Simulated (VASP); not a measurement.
Cr2CuGe2O8: single point with PBEsol

The system is Cr2CuGe2O8.

```
CELL_PARAMETERS angstrom
4.90134 0.00000 0.00000
0.45341 6.48398 0.00000
-1.95305 -1.69685 4.39916
ATOMIC_POSITIONS crystal
Cr 0.23320 0.18550 0.74200
Cr 0.76680 0.81450 0.25800
Cu 0.50000 0.50000 0.50000
Ge 0.86070 0.27850 0.13600
Ge 0.13930 0.72150 0.86400
O 0.18000 0.34200 0.12300
O 0.82000 0.65800 0.87700
O 0.89200 0.11600 0.33900
O 0.10800 0.88400 0.66100
O 0.65000 0.16300 0.75500
O 0.35000 0.83700 0.24500
O 0.74800 0.52700 0.28300
O 0.25200 0.47300 0.71700
```

The cell was built by a generator and needn't be a form met in nature.

```json
{"Program": "VASP 6.6.1", "Task": "single point", "Functional": "PBEsol", "Potentials or basis": "VASP PAW PBE potentials, release 64 (Cr_pv, Cu, Ge_d, O)", "Cutoff": "520 eV", "k mesh": "4 × 3 × 4, shifted", "Occupations": "fermi-dirac, width 0.0153 eV", "Spin": "no spin polarisation"}
```

```
Pressure               : 9.5 GPa
Largest force          : 4.550 eV/Å
Band gap on the k mesh : none (metal or under the smearing width)
```

Forces on the atoms (eV/Å):
```
Cr   0.183  0.238 -0.960
Cr  -0.183 -0.238  0.960
Cu   0.000  0.000  0.000
Ge  -0.261  0.069 -1.373
Ge   0.261 -0.069  1.373
O    4.422 -0.134 -1.063
O   -4.422  0.134  1.063
O   -0.355 -2.723  1.542
O    0.355  2.723 -1.542
O   -2.741 -0.526 -0.788
O    2.741  0.526  0.788
O   -1.849  2.656  1.670
O    1.849 -2.656 -1.670
```

Stress tensor (GPa, compression positive):
```
 9.74  0.21 -0.23
 0.21 11.22 -1.95
-0.23 -1.95  7.54
```

Levels at points of the mesh, in eV from the Fermi level:
| k point | band 51 | band 52 | band 53 | band 54 | band 55 | band 56 | band 57 | band 58 | band 59 | band 60 |
| --- | --- | --- | --- | --- | --- | --- | --- | --- | --- | --- |
| (0.12, 0.17, 0.00) | -1.90 | -1.81 | -0.61 | -0.28 | -0.12 | -0.07 | 0.17 | 0.28 | 0.45 | 0.54 |

Run time: 7 min on 1 thread of Intel(R) Xeon(R) Platinum 8375C CPU @ 2.90GHz (Ice Lake), with other jobs on the host, peak memory 0.37 GiB.

Caveat: the PAW data sets were made with another functional, which shifts forces and pressure a little; an odd number of electrons without spin polarisation forces a metal; a magnetic or distorted state may lie lower; the run has no spin polarisation, though such a crystal can be magnetic; semilocal functionals often make such compounds metallic where correlation or magnetic order opens a gap, which also shifts bond lengths. Spin polarisation is off, so any magnetic state and its effect on volume and gap are missing.
